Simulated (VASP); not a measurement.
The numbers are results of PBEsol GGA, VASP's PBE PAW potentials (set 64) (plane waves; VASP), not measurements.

Input for VASP

KPOINTS:
```
Automatic mesh
0
Gamma
6 6 3
0 0 0
```

### INCAR
```
ALGO = Normal
EDIFF = 1E-6
ENCUT = 300
GGA = PS
ISIF = 2
ISMEAR = 0
LASPH = T
LCHARG = F
LMAXMIX = 6
LREAL = F
LWAVE = F
NELM = 100
PREC = Accurate
SIGMA = 0.136
SYSTEM = Lu2Ga3Cu
```

### POSCAR
```
Lu2Ga3Cu
4.281980
  1.0000000000   0.0000000000   0.0000000000
 -0.5000000000   0.8660252967   0.0000000000
  0.0000000000   0.0000000000   1.6300800097
Lu Ga Cu
2 3 1
Cartesian
  0.5000005000   0.2886748102   1.1902518215
  0.5000005000   0.2886748102   0.4263148249
  0.0000000000   0.0000000000   0.7754127598
  0.0000000000   0.0000000000   0.0761736389
 -0.0000005000   0.5773504865   1.5439302812
 -0.0000005000   0.5773504865   0.8781404020
```

POTCAR, in this order: Lu_3 Ga_d Cu (PBE.64 set). Program: vasp_std.

At this cut-off the stress carries a Pulay error, which pulls relaxed volumes low.

Question: What does the run give for the energy per atom (σ→0), pressure, largest force, band gap (on the k-mesh)?

Answer: 
- energy per atom (σ→0) = -4622 meV/atom
- band gap (on the k-mesh) = none (metal, semimetal or under 0.01 eV)
- pressure = -1.96 GPa
- largest force = 0.093 eV/Å

File OSZICAR:
```
...
DAV:  13    -0.277397750703E+02   -0.15023E-02   -0.31602E-02  2136   0.861E-01    0.171E-01
DAV:  14    -0.277396462293E+02    0.12884E-03   -0.12096E-03  2536   0.438E-01    0.763E-02
DAV:  15    -0.277396168951E+02    0.29334E-04   -0.27568E-04  2208   0.238E-01    0.336E-02
DAV:  16    -0.277396191176E+02   -0.22225E-05   -0.42057E-05  2040   0.822E-02    0.307E-02
DAV:  17    -0.277396097759E+02    0.93417E-05   -0.27312E-05  1896   0.895E-02    0.103E-02
DAV:  18    -0.277396096326E+02    0.14335E-06   -0.13374E-05  1632   0.530E-02    0.390E-03
DAV:  19    -0.277396094313E+02    0.20124E-06   -0.12526E-06  1040   0.242E-02
   1 F= -.27739609E+02 E0= -.27729918E+02  d E =-.193827E-01
```

The structure comes from a computed database's Lu2Ga3Cu entry (P3m1); how it stands against other phases isn't given here. The cell was not relaxed at this level. The k-mesh is coarse (spacing up to 0.30 per Å, 2π included), so the numbers may not be converged in it.
